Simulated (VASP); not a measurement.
Consider the following.

```
MgSe
1.0
    3.86344     0.00000     0.00000
    0.00000     3.86344     0.00000
    0.00000     0.00000    25.93768
Mg Se
4 4
Direct
  0.00000   0.50000   0.34828
  0.50000   0.00000   0.44293
  0.00000   0.50000   0.55707
  0.50000   0.00000   0.65172
  0.00000   0.50000   0.44910
  0.50000   0.00000   0.33772
  0.00000   0.50000   0.66228
  0.50000   0.00000   0.55090
```

These are r2SCAN meta-GGA, VASP's PBE PAW potentials (set 64) (plane waves; VASP 6.6.1) values and carry that method's errors. Numerical set-up: PREC = Normal, 400 eV cut-off, 5×5×1 Γ-centred mesh, Gaussian smearing of 0.050 eV, potentials Mg Se.

Task: Predict the energy per atom (σ→0).

Result: 
```
Quantity                         Value
---------------------  ---------------
energy per atom (σ→0)  -10.596 eV/atom
```

Only differences to runs with the same potentials and settings are physical.

The cell is a thin slab with vacuum, built from MgSe (rock salt): (100) face.
